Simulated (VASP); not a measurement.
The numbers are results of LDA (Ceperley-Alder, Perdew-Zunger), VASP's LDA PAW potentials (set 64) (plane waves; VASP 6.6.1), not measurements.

VASP ran on this input.

### POSCAR
```
Co
1
    1.1996456902    -2.0778474988     0.0000000000
    1.1996456902     2.0778474988     0.0000000000
    0.0000000000     0.0000000000     3.8678313682
Co
2
Direct
  0.3333330000   0.6666670000   0.2500000000
  0.6666670000   0.3333330000   0.7500000000
```

**KPOINTS**
```
Regular mesh
0
G
 17 17 10
```

### INCAR
```
! general
SYSTEM  = Co
PREC    = Accurate
ENCUT   = 500
LREAL   = .FALSE.   ! projection in real space or not
LASPH   = .TRUE.   ! aspherical one-centre terms

! electronic loop
EDIFF   = 1E-6   ! SCF stop (eV)
NELM    = 100   ! most electronic steps
ALGO    = Normal   ! blocked Davidson
LMAXMIX = 4   ! l cut-off of mixed one-centre charges

! smearing
ISMEAR  = 1   ! Methfessel-Paxton
SIGMA   = 0.1   ! width (eV)

! spin
ISPIN   = 2   ! spin-polarised
MAGMOM  = 2*1.5

! ions
IBRION  = 2   ! conjugate gradients
NSW     = 40   ! most ionic steps
ISIF    = 3
EDIFFG  = -0.02
PSTRESS = 200   ! kbar

! output
LWAVE   = .FALSE.
LCHARG  = .FALSE.
LORBIT  = 10
```

POTCAR, in this order: Co (LDA.64 set). Program: vasp_std.

Energy and stress use the plane-wave basis of the starting cell.

Task: Estimate the energy per atom (σ→0), cell moment, volume per atom, band gap (on the k-mesh).

Result: 
| Quantity | Result |
|---|---|
| energy per atom (σ→0) | -8.090 eV/atom |
| cell moment | 2.87 μB |
| band gap (on the k-mesh) | none (metal, semimetal or under 0.01 eV) |
| volume per atom | 9.36 Å³/atom |

**OSZICAR**
```
...
       N       E                     dE             d eps       ncg     rms          rms(c)
DAV:   1    -0.161799630055E+02    0.33529E-02   -0.73866E-03 11978   0.166E+00    0.209E-01
DAV:   2    -0.161794678204E+02    0.49519E-03   -0.23005E-03 13322   0.104E+00    0.119E-01
DAV:   3    -0.161793916186E+02    0.76202E-04   -0.20360E-04 13294   0.303E-01    0.567E-02
DAV:   4    -0.161793814850E+02    0.10134E-04   -0.36082E-06 13847   0.256E-02    0.193E-02
DAV:   5    -0.161793729880E+02    0.84970E-05   -0.14640E-06  9207   0.194E-02    0.295E-03
DAV:   6    -0.161793730487E+02   -0.60722E-07   -0.68154E-07  7262   0.106E-02
   8 F= -.13843354E+02 E0= -.13843864E+02  d E =-.245461E-04  mag=     2.8710
```

The compound is Co in the hcp structure. This run relaxes it under an external pressure of 20 GPa. Symmetry was kept, so distortions that lower it aren't found.
